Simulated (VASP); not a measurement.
```yaml
crystal:
  lattice:
    - [1.58795, -2.75041, 0.00000]
    - [1.58795, 2.75041, 0.00000]
    - [0.00000, 0.00000, 5.12804]
  atoms:
    - { symbol: Zn, position: [0.66667, 0.33333, 0.50164] }
    - { symbol: Zn, position: [0.33333, 0.66667, 0.00164] }
    - { symbol: O, position: [0.66667, 0.33333, 0.88036] }
    - { symbol: O, position: [0.33333, 0.66667, 0.38036] }
```

Calculation: AM05 GGA, VASP's PBE PAW potentials (set 64) (plane waves; VASP). Numerical set-up: 520 eV cut-off, 8×8×4 Γ-centred mesh, Gaussian smearing of 0.050 eV, potentials Zn O.

Problem. Give the stress tensor in GPa (positive for a compressed cell).

Solution. 
```
10.15   0.00   0.00
 0.00  10.15   0.00
 0.00   0.00  10.11
```
The pressure is its mean diagonal, 10.14 GPa.

The compound is ZnO in the wurtzite structure. This cell is one point of a volume scan, at 0.94 of the reference volume.
